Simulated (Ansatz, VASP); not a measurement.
# Zr4B3P3C4 (ZrC/BP/ZrC) in two plane-wave programs, part 2 of 2

Aim: how closely do two programs agree when they are given the same cell, functional and k mesh? The structure shown is the end of the VASP relaxation below.

VASP 6.6.1 and Ansatz 0.2.0.

So far: Starting point; VASP: relaxation, PBE.

**3. Ansatz: single point, PBE**

Level of this step: Ansatz beside VASP: Kohn-Sham DFT, plane waves, PBE (Ansatz).

Ansatz runs on its default PAW (the set named soft_2) files.

The same cell, functional, mesh and smearing now go to Ansatz, which takes its cutoff from its data sets.

File input.yaml:

```yaml
crystal:
  lattice:
    - [3.33, 0.0, 0.0]
    - [-1.665, 2.88386459, 0.0]
    - [0.0, 0.0, 35.43450953]
  atoms:
    - { symbol: C, position: [0.0, 0.0, 0.24424232] }
    - { symbol: C, position: [0.66666667, 0.33333333, 0.31738917] }
    - { symbol: C, position: [0.33333333, 0.66666667, 0.68147641] }
    - { symbol: C, position: [0.0, 0.0, 0.75471152] }
    - { symbol: Zr, position: [0.33333333, 0.66666667, 0.26722719] }
    - { symbol: Zr, position: [0.0, 0.0, 0.34425644] }
    - { symbol: Zr, position: [0.0, 0.0, 0.65431619] }
    - { symbol: Zr, position: [0.66666667, 0.33333333, 0.73133949] }
    - { symbol: P, position: [0.0, 0.0, 0.42155523] }
    - { symbol: P, position: [0.33333333, 0.66666667, 0.49589102] }
    - { symbol: P, position: [0.66666667, 0.33333333, 0.57077894] }
    - { symbol: B, position: [0.33333333, 0.66666667, 0.43943669] }
    - { symbol: B, position: [0.66666667, 0.33333333, 0.51274503] }
    - { symbol: B, position: [0.0, 0.0, 0.58410692] }
hamiltonian:
  xc: pbe
  pseudopotentials: { kind: paw }
kpoints:
  mp_grid: { grid: [9, 9, 1] }
scf:
  occupations: { method: fermi_dirac, width: 0.1 }
  n_extra_bands: 7
efield:
  axis: 3
  dipole_correction: true
  ramp_width: 0.04
output:
  forces: true
  eigenvalues: true
```

Run with:

```console
ansatz run input.yaml --threads 4 --pin off --max-ram 9216MiB --backend cpu --events-out ev --progress --plain --runs-dir out
```

Numbers of over 12 decimals in the logs are rounded to 6 here.

Output:

```text
scf.n_extra_bands = 7 over 44 filled bands (N_el = 88.0): the run solves 51 bands
Engine: ansatz 0.2.0, aarch64-unknown-linux-gnu
Pseudopotentials: kind: paw
Pseudopotential: C, paw, valence charge 4, recommended cutoff 420 eV (normal), C.paw.azcp
Pseudopotential: Zr, paw, valence charge 12, recommended cutoff 420 eV (normal), Zr.paw.azcp
Pseudopotential: P, paw, valence charge 5, recommended cutoff 420 eV (normal), P.paw.azcp
Pseudopotential: B, paw, valence charge 3, recommended cutoff 420 eV (normal), B.paw.azcp
Functional definition: PBE
  parameter kappa = 0.804
  parameter beta = 0.066725
  exchange = pbe_x(kappa = kappa, mu = beta*pi^2/3)
  correlation = pbe_c(beta = beta)
Crystal: 14 atoms, lattice volume = 340.287 Å³
Basis set: ecut = 420 eV, 6767 PW (Γ), exchange–correlation on 48×48×480 points (8 copies of the dense FFT grid, shifted against one another)
Bands: 51, of which v1, the nominal top of the filled ones, is band 44 counted from 1 (43 counted from 0)
Symmetry: 6 space group operations
Space group: P3m1 (ITA 156), of the structure as read, at distance tolerance 7.0e-5 Å
k-points: 12 of 81 (time reversal used)
Non-local potential: C, projectors of the file, l = 0: 2, l = 1: 2, l = 2: 1
Non-local potential: Zr, projectors of the file, l = 0: 3, l = 1: 2, l = 2: 2, l = 3: 2
Non-local potential: P, projectors of the file, l = 0: 2, l = 1: 2, l = 2: 2
Non-local potential: B, projectors of the file, l = 0: 2, l = 1: 2, l = 2: 1
PAW form: soft (Blöchl's): semilocal exchange-correlation on the pseudo side does not see the compensation charge
PAW one-centre angular grid: C, 110 points (default); XC on 64 Gauss nodes
PAW one-centre angular grid: Zr, 590 points (default); XC on 64 Gauss nodes
PAW one-centre angular grid: P, 110 points (default); XC on 64 Gauss nodes
PAW one-centre angular grid: B, 110 points (default); XC on 64 Gauss nodes
Initial density: superposition of atomic densities (neutral atoms: chi_scale 0, normalization atom), corrected by the library's trained network
Initial wavefunctions: pseudopotential atomic-orbital guess
Functional: x = pbe(κ = 0.804, μ = 0.219515), c = pbe(β = 0.066725)
SCF iter   1: F=—  HF=-20474.255427 eV  |F-HF|=—  |Δ(HF+E_count)|=         —  Δρ=2.22e-2  dr2=5.36e1  ethr=1.77e-3  p=-0.009 e·Å  D=-4.63e-3 V/Å  ΔV_dip=0.16 eV  dr2_dipole=3.61e0  V_vac-E_F(+/−)=7.47/7.31 eV  ⟨swp⟩=10.9  Hψ=3298  notcnv=0
efield: sawtooth ramp at fractional position 0.9795 (placed from the atoms, in the widest stretch of the axis that holds none; the zero of the levels goes with the place), width 0.0400; the density the first Hamiltonian is built on has a dipole p = -0.009 e·Å; the dipole correction subtracts the counter field D = -4.63e-3 V/Å, which shifts the + side's vacuum level by +0.16 eV against the − side's; the planar-averaged density in the ramp window peaks in size at 1.1e-5 e/Å³
preconditioner: auto → LDOS  [metal: Δε(μ)=0.010 eV  Ē_g=6.565 eV  σ=0.100 eV  W_gap=0.03  n_scr=24 (ndim 8)  ℏωp=15.1 eV  f_vac=0.404  D(μ)=6.47/eV (n_scr^D=20)  β→1.0]
SCF iter   2: F=—  HF=-20473.403814 eV  |F-HF|=—  |Δ(HF+E_count)|=   8.52e-1  Δρ=1.43e-2  dr2=9.44e0  ethr=1.77e-3  p=-0.017 e·Å  D=-8.86e-3 V/Å  ΔV_dip=0.31 eV  dr2_dipole=2.24e0  V_vac-E_F(+/−)=5.99/5.67 eV  ⟨swp⟩=3.8  Hψ=1085  notcnv=0
SCF iter   3: F=—  HF=-20473.218586 eV  |F-HF|=—  |Δ(HF+E_count)|=   1.85e-1  Δρ=2.98e-3  dr2=1.48e-1  ethr=1.77e-3  p=-0.009 e·Å  D=-4.88e-3 V/Å  ΔV_dip=0.17 eV  dr2_dipole=3.66e-2  V_vac-E_F(+/−)=6.27/6.10 eV  ⟨swp⟩=2.2  Hψ=785  notcnv=0
SCF iter   4: F=—  HF=-20473.215186 eV  |F-HF|=—  |Δ(HF+E_count)|=   3.40e-3  Δρ=1.15e-3  dr2=1.47e-2  ethr=1.68e-4  p=-0.004 e·Å  D=-2.32e-3 V/Å  ΔV_dip=0.08 eV  dr2_dipole=3.69e-3  V_vac-E_F(+/−)=6.24/6.16 eV  ⟨swp⟩=2.0  Hψ=775  notcnv=0
SCF iter   5: F=—  HF=-20473.214907 eV  |F-HF|=—  |Δ(HF+E_count)|=   2.79e-4  Δρ=7.39e-4  dr2=7.78e-3  ethr=1.67e-5  p=-0.003 e·Å  D=-1.62e-3 V/Å  ΔV_dip=0.06 eV  dr2_dipole=1.07e-3  V_vac-E_F(+/−)=6.21/6.16 eV  ⟨swp⟩=2.0  Hψ=936  notcnv=0
SCF iter   6: F=—  HF=-20473.214564 eV  |F-HF|=—  |Δ(HF+E_count)|=   3.43e-4  Δρ=2.38e-4  dr2=3.72e-4  ethr=8.84e-6  p=-0.002 e·Å  D=-1.18e-3 V/Å  ΔV_dip=0.04 eV  dr2_dipole=1.22e-6  V_vac-E_F(+/−)=6.20/6.16 eV  ⟨swp⟩=2.0  Hψ=880  notcnv=0
SCF iter   7: F=—  HF=-20473.214597 eV  |F-HF|=—  |Δ(HF+E_count)|=   3.28e-5  Δρ=6.85e-5  dr2=3.21e-5  ethr=4.22e-7  p=-0.002 e·Å  D=-9.68e-4 V/Å  ΔV_dip=0.03 eV  dr2_dipole=7.15e-6  V_vac-E_F(+/−)=6.19/6.16 eV  ⟨swp⟩=2.1  Hψ=953  notcnv=0
SCF iter   8: F=—  HF=-20473.214477 eV  |F-HF|=—  |Δ(HF+E_count)|=   1.20e-4  Δρ=2.69e-5  dr2=1.07e-5  ethr=3.64e-8  p=-0.002 e·Å  D=-8.81e-4 V/Å  ΔV_dip=0.03 eV  dr2_dipole=4.81e-6  V_vac-E_F(+/−)=6.19/6.16 eV  ⟨swp⟩=2.0  Hψ=927  notcnv=0
SCF iter   9: F=—  HF=-20473.214477 eV  |F-HF|=—  |Δ(HF+E_count)|=   5.94e-7  Δρ=8.95e-6  dr2=6.82e-7  ethr=1.22e-8  p=-0.002 e·Å  D=-8.60e-4 V/Å  ΔV_dip=0.03 eV  dr2_dipole=1.12e-7  V_vac-E_F(+/−)=6.19/6.16 eV  ⟨swp⟩=2.0  Hψ=872  notcnv=0
SCF iter  10: F=—  HF=-20473.214477 eV  |F-HF|=—  |Δ(HF+E_count)|=   1.52e-7  Δρ=4.10e-6  dr2=1.70e-7  ethr=1.14e-10  p=-0.002 e·Å  D=-8.50e-4 V/Å  ΔV_dip=0.03 eV  dr2_dipole=6.21e-9  V_vac-E_F(+/−)=6.19/6.16 eV  ⟨swp⟩=11.6  Hψ=3045  notcnv=0
SCF iter  11: F=-20473.214477 eV  HF=-20473.214477 eV  |F-HF|=3.86e-8  |Δ(HF+E_count)|=   6.89e-8  Δρ=2.10e-6  dr2=2.68e-8  ethr=1.14e-10  p=-0.002 e·Å  D=-8.49e-4 V/Å  ΔV_dip=0.03 eV  dr2_dipole=2.06e-9  V_vac-E_F(+/−)=6.19/6.16 eV  ⟨swp⟩=4.1  Hψ=1964  notcnv=0
SCF 1 converged in 11 iterations: F = -20473.214477 eV  dr2 = 2.68e-8
  greatest PAW one-centre occupation: 0.996 electrons in one spin orbital (limit 2), on the Zr atom at site 6 (counted from 0), in its partial waves of l = 0
SCF converged after 11 iterations
Free energy (F): -20473.214477 eV
Harris-Foulkes:  -20473.214477 eV  (|F-HF|=3.86e-8)
Internal energy: -20473.000086 eV  (E = F + TS)
E sigma→0 (E₀):  -20473.107282 eV
Entropy (-TS):   -0.214392 eV (-15.314 meV/atom)
Fermi energy:    3.538393 eV
Dipole field:    D = -0.000802 V/Å  (p = -0.001508 e·Å, saw-weighted, corrected)
Work function:   Φ+ = 6.1849 eV   Φ− = 6.1564 eV
Levels:          The Fermi level and band energies are counted from a zero that moves with the ramp; work functions are not
--- Per-component energies (eV) ---
  E_band       = -962.882174
  E_kinetic    = 2049.736704
  E_local      = -70970.701650  (includes V_loc(G=0)·N_el)
  E_nonlocal   = 561.414168
  E_hartree    = 34537.243579
  E_xc         = -1123.568107
  E_vxc        = -1303.545284  (∫ρ·V_xc dr)
  E_paw        = -14153.403559  (= ΣΔE_a)
  E_vpaw       = -374.277126  (= ΣTr[D̂ρ^β])
  E_aug_tail   = 0.000121  (compensation charges beyond the density's cutoff)
  E_efield     = 0.000001  (sawtooth field / dipole correction)
  E_vefield    = 0.001507  (∫n·V_field dr)
  E_ewald      = 28626.278660
  E_smearing   = -0.214392  (= −TS)
  E_closure    = 0.000000  (closes the sum)
  Σ components = -20473.214477   (vs F -20473.214477, Δ=0.00e0)
--- Forces (eV/Å), atoms counted from 1 ---
  atom   1  C     -0.00000000     0.00000000     0.02519951
  atom   2  C      0.00000000     0.00000000     0.04241098
  atom   3  C      0.00000000    -0.00000000    -0.02303294
  atom   4  C      0.00000000    -0.00000000    -0.03110812
  atom   5  Zr     0.00000000    -0.00000000    -0.02801615
  atom   6  Zr     0.00000000    -0.00000000     0.00115054
  atom   7  Zr    -0.00000000     0.00000000     0.00931776
  atom   8  Zr    -0.00000000     0.00000000     0.02885692
  atom   9  P     -0.00000000     0.00000000    -0.02193159
  atom  10  P     -0.00000000     0.00000000     0.02000353
  atom  11  P     -0.00000000     0.00000000     0.00472964
  atom  12  B      0.00000000    -0.00000000    -0.00747929
  atom  13  B      0.00000000    -0.00000000    -0.02360063
  atom  14  B      0.00000000    -0.00000000     0.00350800
  max |Σ_I F_I| component: 8.16e-6 eV/Å
--- Band table (eV; the first three rows and the last of 12) ---
  k-point 0: bands = [... 40 lower, 2.2679, 2.2679, 2.9249, 2.9249, 4.0659, 5.6962, 5.6962, 5.8839, ... 3 higher]
  k-point 1: bands = [... 40 lower, 2.3175, 2.3322, 2.4145, 2.6854, 3.9950, 5.3015, 5.5061, 5.6150, ... 3 higher]
  k-point 2: bands = [... 40 lower, 2.5814, 2.6419, 2.7749, 2.8681, 3.5502, 4.6457, 4.9100, 5.7140, ... 3 higher]
  k-point 11: bands = [... 40 lower, 3.0651, 3.6332, 3.6531, 3.6587, 3.6612, 3.7424, 3.9026, 4.4158, ... 3 higher]
```

Elapsed: 5.9 s, on 4 threads of Arm Neoverse V2, shared host; peak memory 0.79 GiB.

**4. Differences**

Known differences besides the potentials themselves: the cutoff is 420 eV in Ansatz and 400 eV in VASP (PREC = Normal, projectors in real space); VASP leaves aspherical gradient terms in its spheres out (LASPH is not set), Ansatz keeps them. Total energies have different zeros and are not compared.

At this near-relaxed geometry the largest component of a force difference is 27 meV/Å.

**5. What came out**

| Property | Result |
| --- | --- |
| r.m.s. force difference (single point, PBE) | 8.9 meV/Å |

The r.m.s. force difference is 8.9 meV/Å (single point, PBE), within the 12 meV/Å picked in this series as the mark of a large difference. How closely two codes agree says nothing of how well the functional describes the real material.

[Lines on the potential files, build, host, timing and source positions are cut from VASP's logs without a mark.]

[Logs are printed without paths, hosts, clocks, repeated set-up lines and the standing remarks that a program may print on its own settings, such as how far it seeks lower states.]

[Hosts, paths, dates, database ids (printed as entryN), source tags and the programs' standing remarks are cut or masked in the printed files.]
